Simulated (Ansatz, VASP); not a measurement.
## ScB4: VASP beside Ansatz

Contents of INCAR:

```
PREC = Accurate
ENCUT = 600
EDIFF = 1E-7
ISMEAR = 0
SIGMA = 0.1
LREAL = False
LASPH = True
NELM = 100
ALGO = Normal
ISIF = 3
LWAVE = False
LCHARG = False
GGA = PE
IBRION = 2
NSW = 100
EDIFFG = -0.01
```

The input KPOINTS:

```
regular mesh
0
Gamma
  10 10 12
```

File POSCAR:

```
ScB4
1.0
    4.0207807140      0.0000000000      0.0000000000
    0.0000000000      4.0207807140      0.0000000000
    0.0000000000      0.0000000000      3.0744644520
Sc B
1 4
Direct
    0.0000000000      0.0000000000      0.5000000000
    0.2025266697      0.5000000000      0.0000000000
    0.7974733303      0.5000000000      0.0000000000
    0.5000000000      0.2025266697      0.0000000000
    0.5000000000      0.7974733303      0.0000000000
```

Input for Ansatz:

```yaml
crystal:
  lattice:
    - [4.020780714, 0.0, 0.0]
    - [0.0, 4.020780714, 0.0]
    - [0.0, 0.0, 3.074464452]
  atoms:
    - { symbol: Sc, position: [0.0, 0.0, 0.5] }
    - { symbol: B, position: [0.2025266697, 0.5, 0.0] }
    - { symbol: B, position: [0.7974733303, 0.5, 0.0] }
    - { symbol: B, position: [0.5, 0.2025266697, 0.0] }
    - { symbol: B, position: [0.5, 0.7974733303, 0.0] }
basis:
  ecutwfc: 420
kpoints:
  mp_grid: { grid: [10, 10, 12] }
hamiltonian:
  xc: pbe
scf:
  occupations: { method: gaussian, width: 0.1 }
output:
  forces: true
  stress: true
  eigenvalues: true
relax:
  adjacent_minimum: "off"
  f_tol: 0.01
  max_steps: 80
  cell: { stress_tol: 0.05 }
```

Alike in both runs: task relaxation of cell and atoms; functional PBE; k mesh 10 × 10 × 12; occupations gaussian, width 0.1 eV; no spin polarisation.

```csv
,VASP,Ansatz
version,VASP 6.6.1,Ansatz 0.2.0
potentials or method,"VASP PAW PBE potentials, release 64 (Sc_sv, B)","scalar-relativistic, plane waves, PAW"
plane-wave cutoff (eV),600,420
valence electrons in the cell,23,23
```

|  | VASP | Ansatz | Ansatz less VASP |
| --- | --- | --- | --- |
| gap on the k mesh at the Fermi level, each at its own relaxed structure (eV) | none | none | - |
| relaxed volume (Å³/atom) | 9.99 | 9.97 | -0.016 |
| relaxed cell length with the largest relative difference (Å) | 3.090 | 3.085 | -0.0047 |

A gap of «none» marks a metal or a gap that the smearing closes.
